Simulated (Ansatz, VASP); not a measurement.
## TiB (TiB (Pnma)): VASP beside Ansatz

Aim: how closely do two programs agree when they are given the same cell, functional and k mesh? The cell is taken from a series of runs on this material, whose earlier steps may have relaxed, scaled, displaced or heated it; both programs get it as it stands.

Main program and level: Ansatz 0.2.0; plane waves, with VASP 6.6.1 beside it; relaxation of cell and atoms at r2SCAN.

## (1) The structure

It takes space group Pnma (No. 62, orthorhombic). The conventional cell has a = 6.106 Å, b = 3.050 Å, c = 4.559 Å, α = 90.00°, β = 90.00°, γ = 90.00°. Ti has 7 B at 2.35 to 2.55 Å nearest. Nearest to B lie 2 B at 1.81 Å and 7 Ti at 2.35 to 2.55 Å. Farther neighbours are not listed.

## (2) Ansatz: relaxation of cell and atoms, r2SCAN

Ansatz runs on its PAW soft_1 files.

The relaxed volume is the usual yardstick between codes: in a stiff, nearly cubic crystal its relative difference is about their pressure difference at one cell divided by the bulk modulus.

input.yaml

```yaml
crystal:
  lattice:
    - [6.1063649, 0.0, 0.0]
    - [0.0, 3.0502532, 0.0]
    - [0.0, 0.0, 4.558869]
  atoms:
    - { symbol: Ti, position: [0.67751137, 0.25, 0.37778451] }
    - { symbol: Ti, position: [0.32248863, 0.75, 0.62221549] }
    - { symbol: Ti, position: [0.82248863, 0.75, 0.87778451] }
    - { symbol: Ti, position: [0.17751137, 0.25, 0.12221549] }
    - { symbol: B, position: [0.53001188, 0.25, 0.90041404] }
    - { symbol: B, position: [0.46998812, 0.75, 0.09958596] }
    - { symbol: B, position: [0.96998812, 0.75, 0.40041404] }
    - { symbol: B, position: [0.03001188, 0.25, 0.59958596] }
basis:
  ecutwfc: 500
  xc_grid: 2
hamiltonian:
  xc: r2scan
  pseudopotentials: { kind: paw, azcp: { folder: soft_1 } }
kpoints:
  mp_grid: { grid: [7, 13, 9] }
scf:
  occupations: { method: fermi_dirac, width: 0.05 }
  max_iter: 150
output:
  forces: true
  stress: true
relax:
  f_tol: 0.01
  max_steps: 60
  cell: {}
checkpoint:
  write: "../r2scan.run"
  compress: false
  write_wavefunctions: false
  write_every: 100000
```

Run with:

```sh
ansatz run input.yaml --threads 4 --pin off --max-ram 6594MiB --backend cpu --events-out ev --progress --plain --runs-dir out
```

Numbers of over 12 decimals in the logs are rounded to 6 here.

The program printed:

```text
Engine: ansatz 0.2.0, aarch64-unknown-linux-gnu
Pseudopotentials: kind: paw
Pseudopotential: Ti, paw, valence charge 12, recommended cutoff 500 eV (meta_gga), soft_1/Ti.paw.azcp
Pseudopotential: B, paw, valence charge 3, recommended cutoff 500 eV (meta_gga), soft_1/B.paw.azcp
Functional definition: r2SCAN
  parameter k0 = 0.174
  parameter k1 = 0.065
  parameter a1 = 4.9479
  exchange = r2scan_x(k0 = k0, k1 = k1, a1 = a1)
  correlation = r2scan_c
Crystal: 8 atoms, lattice volume = 84.913 Å³
Basis set: ecut = 500 eV, 2141 PW (Γ), exchange–correlation on 90×48×72 points (8 copies of the dense FFT grid, shifted against one another)
Bands: 38, of which v1, the nominal top of the filled ones, is band 30 counted from 1 (29 counted from 0)
Symmetry: 8 space group operations
Space group: Pnma (ITA 62), of the structure as read, at distance tolerance 4.4e-5 Å
k-points: 140 of 819
Non-local potential: Ti, projectors of the file, l = 0: 3, l = 1: 2, l = 2: 3, l = 3: 1
Non-local potential: B, projectors of the file, l = 0: 2, l = 1: 2, l = 2: 1
PAW form: soft (Blöchl's): semilocal exchange-correlation on the pseudo side does not see the compensation charge
PAW frozen core: Ti, regenerated for the run's functional (the file was generated under x = pbe(κ = 0.804, μ = 0.219515), c = pbe(β = 0.066725))
PAW frozen core: B, regenerated for the run's functional (the file was generated under x = pbe(κ = 0.804, μ = 0.219515), c = pbe(β = 0.066725))
PAW one-centre angular grid: Ti, 590 points (default); XC on 160 Gauss nodes
PAW one-centre angular grid: B, 302 points (default); XC on 223 of its mesh's 2233 points in the sphere
Initial density: superposition of atomic densities (chi_scale 0.1, normalization cell, long waves kept (reshape's long-wave potential 0.00 eV rms))
Initial wavefunctions: pseudopotential atomic-orbital guess
Functional: x = r2scan, c = r2scan; τ floored in thin density (d = 2e-4 eV/Å³)
SCF iter   1: F=—  HF=-10653.921074 eV  |F-HF|=—  |Δ(HF+E_count)|=         —  Δρ=1.03e-1  dr2=1.42e1  dr2_τ=1.18e0  ethr=3.10e-3  ⟨swp⟩=5.2  Hψ=18541  notcnv=0  defer=25
preconditioner: auto → Kerker (q_TF=auto, 2.575 Å⁻¹)  [metal: Δε(μ)=0.003 eV  Ē_g=7.136 eV  σ=0.050 eV  W_gap=0.01  n_scr=24 (ndim 8)  ℏωp=21.3 eV  f_vac=0.000  D(μ)=3.35/eV (n_scr^D=24)]
SCF iter   2: F=—  HF=-10651.148332 eV  |F-HF|=—  |Δ(HF+E_count)|=    2.77e0  Δρ=3.29e-2  dr2=1.63e0  dr2_τ=6.03e-2  ethr=3.10e-3  ⟨swp⟩=3.4  Hψ=12355  notcnv=0  defer=252
SCF iter   3: F=—  HF=-10650.885008 eV  |F-HF|=—  |Δ(HF+E_count)|=   2.63e-1  Δρ=1.13e-2  dr2=5.67e-2  dr2_τ=9.66e-3  ethr=2.71e-3  ⟨swp⟩=2.3  Hψ=8303  notcnv=0  defer=248
SCF iter   4: F=—  HF=-10650.917435 eV  |F-HF|=—  |Δ(HF+E_count)|=   3.24e-2  Δρ=2.92e-3  dr2=8.87e-3  dr2_τ=1.74e-4  ethr=9.45e-5  ⟨swp⟩=3.3  Hψ=10953  notcnv=0  defer=237
SCF iter   5: F=—  HF=-10650.917983 eV  |F-HF|=—  |Δ(HF+E_count)|=   5.49e-4  Δρ=1.50e-3  dr2=2.87e-3  dr2_τ=8.32e-5  ethr=1.48e-5  ⟨swp⟩=2.6  Hψ=10550  notcnv=0  defer=237
SCF iter   6: F=—  HF=-10650.917319 eV  |F-HF|=—  |Δ(HF+E_count)|=   6.65e-4  Δρ=2.90e-4  dr2=1.15e-4  dr2_τ=4.10e-7  ethr=4.78e-6  ⟨swp⟩=2.0  Hψ=6729  notcnv=0  defer=237
SCF iter   7: F=—  HF=-10650.917292 eV  |F-HF|=—  |Δ(HF+E_count)|=   2.64e-5  Δρ=7.88e-5  dr2=7.99e-6  dr2_τ=8.31e-8  ethr=1.91e-7  ⟨swp⟩=2.0  Hψ=6747  notcnv=0  defer=235
SCF iter   8: F=—  HF=-10650.917291 eV  |F-HF|=—  |Δ(HF+E_count)|=   1.12e-6  Δρ=1.76e-5  dr2=3.70e-7  dr2_τ=6.81e-9  ethr=1.33e-8  ⟨swp⟩=2.0  Hψ=7039  notcnv=0  defer=235
SCF iter   9: F=-10650.917291 eV  HF=-10650.917291 eV  |F-HF|=6.33e-10  |Δ(HF+E_count)|=   7.55e-8  Δρ=1.60e-6  dr2=2.14e-9  dr2_τ=6.84e-11  ethr=1.67e-10  ⟨swp⟩=4.6  Hψ=16276  notcnv=0
SCF 1 converged in 9 iterations: F = -10650.917291 eV  dr2 = 2.14e-9
  greatest PAW one-centre occupation: 1.000 electrons in one spin orbital (limit 2), on the Ti atom at site 3 (counted from 0), in its partial waves of l = 0
relax step   1: F+E_penalty+E_count = -10650.91729110 eV  Δ(F+E_penalty+E_count) = +0.000e0 eV  max|allowed force component| = 1.835e-2 eV/Å  Δτ_max = 0.0000 Å  P = -0.345 GPa  Ω = 84.913 Å³  (9 SCF iters, dr2 threshold 1.00e-7 eV, accepted)
[...]
relax step   2: F+E_penalty+E_count = -10650.91753573 eV  Δ(F+E_penalty+E_count) = -2.446e-4 eV  max|allowed force component| = 1.154e-2 eV/Å  Δτ_max = 0.0017 Å  P = +0.010 GPa  Ω = 84.786 Å³  energy of the carried Pulay correction = +7.309e-5 eV  (4 SCF iters, dr2 threshold 7.00e-7 eV, accepted)
[...]
relax step   3: F+E_penalty+E_count = -10650.91758193 eV  Δ(F+E_penalty+E_count) = -4.620e-5 eV  max|allowed force component| = 6.686e-3 eV/Å  Δτ_max = 0.0006 Å  P = -0.002 GPa  Ω = 84.789 Å³  energy of the carried Pulay correction = +7.158e-5 eV  (4 SCF iters, dr2 threshold 4.85e-8 eV, accepted)
[...]
relax step   4: F+E_penalty+E_count = -10650.91750717 eV  Δ(F+E_penalty+E_count) = +7.475e-5 eV  max|allowed force component| = 6.681e-3 eV/Å  Δτ_max = 0.0000 Å  P = -0.002 GPa  Ω = 84.789 Å³  stress off target by 2.90e-2 GPa  SCF on the basis re-selected at this cell (its energy is not comparable with the rows above)  (5 SCF iters)
basis re-selected at this cell: Δ(F+E_penalty+E_count) = +7.475e-5 eV, ΔP = -0.000 GPa vs the last step (what re-selecting the basis moved, of the pressure what is left beyond the Pulay correction that the steps carried, after the strain that the cell walked since its last selection, with what the two solves' SCF thresholds leave and, on support functions, any second-order correction that the steps lacked; it is no m [...]
SCF converged after 5 iterations
Free energy (F): -10650.917507 eV
Harris-Foulkes:  -10650.917507 eV  (|F-HF|=3.64e-12)
Internal energy: -10650.889376 eV  (E = F + TS)
E sigma→0 (E₀):  -10650.903441 eV
Entropy (-TS):   -0.028132 eV (-3.516 meV/atom)
Fermi energy:    13.929661 eV
--- Per-component energies (eV) ---
  E_band       = -550.748847
  E_kinetic    = 1319.571277
  E_local      = -3360.607521  (includes V_loc(G=0)·N_el)
  E_nonlocal   = 267.729159
  E_hartree    = 1356.791612
  E_xc         = -580.443068
  E_vxc        = -815.239778  (∫ρ·V_xc dr)
  E_paw        = -4519.292662  (= ΣΔE_a)
  E_vpaw       = -724.768329  (= ΣTr[D̂ρ^β])
  E_aug_tail   = -0.000099  (compensation charges beyond the density's cutoff)
  E_vtau       = 48.983092  (kinetic-family band-sum trace: ∫τ·v_τ [+ j·A + Jᵃ·Aᵃ] dr)
  E_ewald      = -5133.550479
  E_core_change = -1.087594  (= ΣΔE_core)
  E_smearing   = -0.028132  (= −TS)
  E_closure    = 0.000000  (closes the sum)
  Σ components = -10650.917507   (vs F -10650.917507, Δ=0.00e0)
--- Forces (eV/Å), atoms counted from 1 ---
  atom   1  Ti    -0.00043988     0.00000000     0.00021659
  atom   2  Ti     0.00043988     0.00000000    -0.00021659
  atom   3  Ti     0.00043988     0.00000000     0.00021659
  atom   4  Ti    -0.00043988    -0.00000000    -0.00021659
  atom   5  B     -0.00108817    -0.00000000     0.00668055
  atom   6  B      0.00108817     0.00000000    -0.00668055
  atom   7  B      0.00108817    -0.00000000     0.00668055
  atom   8  B     -0.00108817     0.00000000    -0.00668055
  max |Σ_I F_I| component: 5.20e-18 eV/Å
--- Stress (GPa, compression-positive) ---
        0.012714      -0.000000      -0.000000
       -0.000000      -0.029007      -0.000000
       -0.000000      -0.000000       0.009651
  P = ⅓ Tr σ = -0.0022 GPa (-0.022 kbar)
--- Relaxed structure (3 steps of the walk, 3 accepted, 1 SCFs on fresh bases) ---
  F+E_penalty+E_count = -10650.91750717 eV   max|allowed force component| = 6.681e-3 eV/Å   (the final SCF, on the basis selected at the relaxed cell)
  cell:  # Å, volume = 84.7891 Å³
    - [6.105175, 0, 0]
    - [0, 3.047769, -2.1474711053682039e-19]
    - [0, -3.209582552248068e-19, 4.556800]
  atoms:
    - { symbol: Ti, position: [0.677603, 0.25, 0.377522] }
    - { symbol: Ti, position: [0.322397, 0.75, 0.622478] }
    - { symbol: Ti, position: [0.822397, 0.75, 0.877522] }
    - { symbol: Ti, position: [0.177603, 0.25, 0.122478] }
    - { symbol: B, position: [0.530064, 0.25, 0.900400] }
    - { symbol: B, position: [0.469936, 0.75, 0.099600] }
    - { symbol: B, position: [0.969936, 0.75, 0.400400] }
    - { symbol: B, position: [0.030064, 0.25, 0.599600] }
```

Reading the cycles: dr2 is the Hartree energy of the density residual (eV), the measure of convergence; HF is the Harris–Foulkes estimate of the energy, which meets the free energy F at convergence.

[end of part 1 of 2]

[Lines on the potential files, build, host, timing and source positions are cut from VASP's logs without a mark.]

[Logs are printed without paths, hosts, clocks, repeated set-up lines and the standing remarks that a program may print on its own settings, such as how far it seeks lower states.]

[Hosts, paths, dates, database ids (printed as entryN), source tags and the programs' standing remarks are cut or masked in the printed files.]
